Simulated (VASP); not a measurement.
Level of theory: LDA (Ceperley-Alder, Perdew-Zunger), VASP's LDA PAW potentials (set 64) (plane waves; VASP).

A VASP calculation is set up with these files.

**POSCAR**
```
KTaO3
1
    3.9585596580     0.0000000000     0.0000000000
    0.0000000000     3.9585596580     0.0000000000
    0.0000000000     0.0000000000     3.9585596580
K Ta O
1 1 3
Direct
  0.0000000000   0.0000000000   0.0000000000
  0.5000000000   0.5000000000   0.5000000000
  0.5000000000   0.0000000000   0.5000000000
  0.0000000000   0.5000000000   0.5000000000
  0.5000000000   0.5000000000   0.0000000000
```

**KPOINTS**
```
Regular mesh
0
Gamma
  6 6 6
0 0 0
```

INCAR:
```
# general
SYSTEM =KTaO3
PREC   =Accurate
ENCUT  =620
LREAL  =.False.
LASPH  =.True.

# electronic loop
EDIFF  =1E-6
NELM   =100
ALGO   =Normal
LMAXMIX=6

# smearing
ISMEAR =0
SIGMA  =0.05

# ions
IBRION =2
NSW    =40
ISIF   =3
EDIFFG =-0.02
PSTRESS=50

# output
LWAVE  =.False.
LCHARG =.False.
```

POTCAR, in this order: K_sv Ta_pv O (LDA.64 set). Program: vasp_std.

Energy and stress use the plane-wave basis of the starting cell. Unless said otherwise, spin-orbit coupling is left out, though it shifts the bands of the heavy elements here.

Predict the energy per atom (σ→0), volume per atom, band gap (on the k-mesh).

The energy per atom (σ→0) comes out as -9.010 eV/atom and the band gap (on the k-mesh) is 2.11 eV. The volume per atom comes out as 12.14 Å^3/atom.

### OSZICAR
```
...
DAV:   2    -0.450941757083E+02    0.20766E+00   -0.74292E-01  1054   0.651E+00    0.234E+00
DAV:   3    -0.450527209063E+02    0.41455E-01   -0.74430E-02  1176   0.279E+00    0.922E-01
DAV:   4    -0.450486308033E+02    0.40901E-02   -0.24751E-02  1334   0.106E+00    0.502E-01
DAV:   5    -0.450489639075E+02   -0.33310E-03   -0.19089E-03  1422   0.272E-01    0.127E-01
DAV:   6    -0.450490108699E+02   -0.46962E-04   -0.47518E-04  1327   0.145E-01    0.361E-02
DAV:   7    -0.450490108030E+02    0.66891E-07   -0.30302E-05  1339   0.329E-02    0.119E-02
DAV:   8    -0.450490115893E+02   -0.78627E-06   -0.15375E-06   962   0.854E-03
   3 F= -.43154518E+02 E0= -.43154518E+02  d E =-.212873E-01
```

The compound is KTaO3 in the cubic perovskite structure. This run relaxes it under an external pressure of 5 GPa. Symmetry was kept, so distortions that lower it aren't found.
